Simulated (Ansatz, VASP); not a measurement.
Two plane-wave programs on InF

```
In F
1.0
     2.99671    0.00000    0.00000
     0.00000    2.99671    0.00000
     0.00000    0.00000    2.99671
In F
1 1
Cartesian
  0.0000 0.0000 0.0000
  1.4984 1.4984 1.4984
```

The cell comes from a database or a generator and needn't be the stable form of this composition.

Alike in both runs: task single point; functional LDA; k mesh 6 × 6 × 6; occupations gaussian, width 0.05 eV; no spin polarisation.

|  | VASP | Ansatz |
| --- | --- | --- |
| version | VASP 6.6.1 | Ansatz 0.2.0 |
| potentials or method | VASP PAW LDA potentials, release 64 (In_d, F) | scalar-relativistic, plane waves, PAW |
| plane-wave cutoff (eV) | 520 | 420 |
| valence electrons in the cell | 20 | 20 |

Ansatz gave:

| Quantity | Value |
| --- | --- |
| gap on the k mesh at the Fermi level (eV) | none |
| pressure (GPa) | 22.1 |

Problem. Which values does VASP return?

Solution. gap on the k mesh at the Fermi level (eV): none; pressure (GPa): 22.3.

A gap of «none» marks a metal or a gap that the smearing closes.

Caveats: so large a pressure means that the cell lies far from this level's equilibrium, or that cutoff or potentials fall short (VASP).
